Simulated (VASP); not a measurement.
Energy against volume of NaF (rock salt). All values below come from PBE GGA, VASP's PBE PAW potentials (set 64) (plane waves; VASP). Numerical set-up: 520 eV cut-off, 10×10×10 Γ-centred mesh, Gaussian smearing of 0.050 eV, potentials Na_pv F.

```tsv
V (Å³/atom)	E (eV/atom)
12.138	-4.27514
12.525	-4.28187
12.913	-4.28462
13.300	-4.28392
```

**Question.** Fit these four points and predict the energy of the run at 13.687 Å³/atom.

**Answer.** A cubic in V^(−2/3), the third-order Birch-Murnaghan form, passes through the four points with V0 = 13.02 Å³/atom and B0 = 46 GPa, and gives -4.2802 eV/atom there. The run gave -4.2804 eV/atom, -0.1 meV/atom from the fit; all five points give B0 = 45 GPa.

The compound is NaF in the rock salt structure. It was relaxed first.
